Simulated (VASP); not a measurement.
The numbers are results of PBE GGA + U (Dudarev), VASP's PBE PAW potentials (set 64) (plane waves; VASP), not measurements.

The input files of a VASP run:

**INCAR**
```
SYSTEM = TiC
PREC = Accurate
ENCUT = 520
EDIFF = 1E-6
NELM = 100
ALGO = Normal
LREAL = .FALSE.
LASPH = .TRUE.
ISMEAR = 1
SIGMA = 0.1
GGA = PE
LMAXMIX = 4
LWAVE = .FALSE.
LCHARG = .FALSE.
ISIF = 2
LDAU = .TRUE.
LDAUTYPE = 2
LDAUL = 2 -1
LDAUU = 5.0 0
LDAUJ = 0 0
LDAUPRINT = 1
LORBIT = 10
```

File POSCAR:
```
TiC
1
    0.0000000000     2.2083000000     2.2083000000
    2.2083000000     0.0000000000     2.2083000000
    2.2083000000     2.2083000000     0.0000000000
Ti C
1 1
Direct
  0.0000000000   0.0000000000   0.0000000000
  0.5000000000   0.5000000000   0.5000000000
```

**KPOINTS**
```
kpoints
0
G
 13 13 13
0 0 0
```

POTCAR, in this order: Ti_sv C (PBE.64 set). Program: vasp_std.

Q: Predict the energy per atom (σ→0), band gap (on the k-mesh).

A: 
```
Property                                                    Result
------------------------  ----------------------------------------
energy per atom (σ→0)                               -7.540 eV/atom
band gap (on the k-mesh)  none (metal, semimetal or under 0.01 eV)
```

File OSZICAR:
```
...
DAV:   9    -0.150962564373E+02   -0.41618E-01   -0.20522E-01  2384   0.490E+00    0.134E+00
DAV:  10    -0.150833026918E+02    0.12954E-01   -0.32105E-02  2340   0.290E+00    0.606E-01
DAV:  11    -0.150803989589E+02    0.29037E-02   -0.12324E-02  2364   0.154E+00    0.831E-02
DAV:  12    -0.150803449443E+02    0.54015E-04   -0.49579E-04  2500   0.300E-01    0.527E-02
DAV:  13    -0.150803446048E+02    0.33944E-06   -0.16035E-04  2408   0.184E-01    0.123E-02
DAV:  14    -0.150803430269E+02    0.15779E-05   -0.11631E-05  2480   0.501E-02    0.432E-03
DAV:  15    -0.150803429526E+02    0.74282E-07   -0.10236E-06  1548   0.141E-02
   1 F= -.15080343E+02 E0= -.15080242E+02  d E =-.303875E-03
```

The compound is TiC in the rock salt structure. The cell was not relaxed at this level. The run is one of a series of settings (LDAU = .TRUE., LDAUJ = 0 0, LDAUL = 2 -1, LDAUTYPE = 2, LDAUU = 5.0 0 against the base run), some of them coarse on purpose.
